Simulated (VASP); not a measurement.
Given:

```xyz
3
Lattice="1.7730 -3.0710 0.0000 1.7730 3.0710 0.0000 0.0000 0.0000 5.6038" Properties=species:S:1:pos:R:3 pbc="T T T"
Pt     0.0000     0.0000     0.0000
S      1.7730     1.0237     1.2340
S      1.7730    -1.0237     4.3698
```

Calculation: r2SCAN meta-GGA, VASP's PBE PAW potentials (set 64) (plane waves; VASP). Run with 480 eV cut-off, 8×8×4 Γ-centred mesh, Gaussian smearing of 0.050 eV, potentials Pt S.

Estimate the energy per atom (σ→0).

```yaml
energy per atom (σ→0): -2215.1 kJ/mol of atoms
```

Total energies compare only between runs with the same potentials, cut-off and functional.

The compound is PtS2 in the 1T layered structure. It was relaxed first, which changed the volume by +12 %.
